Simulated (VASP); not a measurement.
Data:

```
Sr
1.0
    0.00000     3.04000     3.04000
    3.04000     0.00000     3.04000
    3.04000     3.04000     0.00000
Sr
1
Direct
  0.00000   0.00000   0.00000
```

Level of theory: TPSS meta-GGA, VASP's PBE PAW potentials (set 64) (plane waves; VASP). Run with 520 eV cut-off, 9×9×9 Γ-centred mesh, first-order Methfessel-Paxton smearing of 0.10 eV, potentials Sr_sv.

Energy and stress use the plane-wave basis of the starting cell.

Question: The ions, cell shape and volume are relaxed. Give the cell that the relaxation ends in.

Answer: 
```
Sr
1.0
    0.00000     3.01027     3.01027
    3.01027     0.00000     3.01027
    3.01027     3.01027     0.00000
Sr
1
Direct
  0.00000   0.00000   0.00000
```
Space group Fm-3m (225), at a tolerance of 0.03 Å.

Question: How do energy and volume change from the first to the last step?

Answer: The energy (σ→0) changes by -2.0 meV/atom and the volume by -2.9 %, in 4 ionic steps.

| step | E(σ→0) (eV) | max force (eV/Å) | pressure (GPa) | volume (Å³) |
|---|---|---|---|---|
| 1 | -10.2922 | 0.000 | -0.31 | 56.19 |
| 2 | -10.2936 | 0.000 | -0.15 | 55.30 |
| 3 | -10.2941 | 0.000 | 0.07 | 54.24 |
| 4 | -10.2941 | 0.000 | 0.00 | 54.56 |

The compound is Sr in the fcc structure. This run relaxes it. Symmetry was kept, so distortions that lower it aren't found.
